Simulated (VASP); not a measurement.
Here is the system:

```yaml
crystal:
  lattice:
    - [1.56509, -2.71082, 0.00000]
    - [1.56509, 2.71082, 0.00000]
    - [0.00000, 0.00000, 5.01173]
  atoms:
    - { symbol: Al, position: [0.66667, 0.33333, 0.50005] }
    - { symbol: Al, position: [0.33333, 0.66667, 0.00005] }
    - { symbol: N, position: [0.66667, 0.33333, 0.88195] }
    - { symbol: N, position: [0.33333, 0.66667, 0.38195] }
```

Computed with PBE GGA, VASP's PBE PAW potentials (set 64) (plane waves; VASP 6.6.1). Settings: 520 eV cut-off, Gaussian smearing of 0.050 eV, potentials Al N.

Question: Give the energies of bands 3 to 11 at the high-symmetry points, in eV from the valence-band maximum.

Answer: 
```tsv
band	Γ	M	K	A	L	H
3	-5.92	-5.39	-4.74	-3.30	-5.54	-4.79
4	-0.86	-4.13	-3.77	-3.30	-5.54	-4.79
5	-0.86	-3.31	-3.77	-0.55	-1.46	-3.80
6	-0.22	-2.07	-2.42	-0.55	-1.46	-3.80
7	-0.22	-1.75	-2.36	-0.55	-1.35	-0.79
8	0.00	-0.69	-2.36	-0.55	-1.35	-0.79
9	4.05	5.75	5.05	6.31	5.24	7.36
10	6.50	5.76	8.27	6.31	5.24	7.36
11	10.47	8.02	9.54	10.17	9.14	7.71
```

The gap is direct, 4.05 eV, from the valence maximum at Γ to the conduction minimum at Γ.

Measured: gap 6.51 eV (computed value off by -2.46 eV), as given by Martin Feneberg et al., Physical Review B (2010), doi:10.1103/physrevb.82.075208 [zero-point renormalisation of 0.417 eV (from the measured temperature dependence, row gaps:miglio2020:AlN_wz:gap_zpr, arXiv:2011.12765) added back].

The compound is AlN in the wurtzite structure. It was relaxed first.
